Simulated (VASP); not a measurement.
```yaml
crystal:
  lattice:
    - [4.76325, 0.00000, 0.00000]
    - [0.00000, 4.76325, 0.00000]
    - [0.00000, 0.00000, 4.76325]
  atoms:
    - { symbol: Cs, position: [0.00000, 0.00000, 0.00000] }
    - { symbol: Sr, position: [0.50000, 0.50000, 0.50000] }
    - { symbol: F, position: [0.00000, 0.50000, 0.50000] }
    - { symbol: F, position: [0.50000, 0.00000, 0.50000] }
    - { symbol: F, position: [0.50000, 0.50000, 0.00000] }
```

These are PBEsol GGA, VASP's PBE PAW potentials (set 64) (plane waves; VASP) values and carry that method's errors. Run with 400 eV cut-off, 4×4×4 Γ-centred mesh, Fermi-Dirac smearing of 0.020 eV, potentials Cs_sv Sr_sv F.

Unless said otherwise, spin-orbit coupling is left out, though it shifts the bands of the heavy elements here.

**Question.** Give the energies of bands 10 to 23 at the high-symmetry points, in eV from the valence-band maximum.

**Answer.** 
| band | Γ | X | M | R |
|---|---|---|---|---|
| 10 | -4.70 | -4.66 | -4.88 | -5.00 |
| 11 | -4.70 | -4.66 | -4.58 | -5.00 |
| 12 | -0.32 | -1.23 | -1.27 | -1.27 |
| 13 | -0.32 | -0.54 | -1.21 | -1.21 |
| 14 | -0.32 | -0.47 | -1.13 | -1.21 |
| 15 | -0.27 | -0.47 | -0.59 | -0.63 |
| 16 | -0.27 | -0.44 | -0.59 | -0.63 |
| 17 | -0.27 | -0.41 | -0.24 | -0.63 |
| 18 | 0.00 | -0.41 | -0.24 | -0.02 |
| 19 | 0.00 | -0.02 | -0.03 | -0.02 |
| 20 | 0.00 | -0.02 | -0.03 | -0.02 |
| 21 | 6.24 | 7.87 | 8.15 | 8.46 |
| 22 | 7.69 | 8.50 | 8.60 | 8.46 |
| 23 | 7.69 | 9.22 | 8.99 | 8.46 |

The gap is direct, 6.24 eV, from the valence maximum at Γ to the conduction minimum at Γ.

The structure comes from a computed database's CsSrF3 entry; how it stands against other phases isn't given here. The cell was not relaxed at this level.
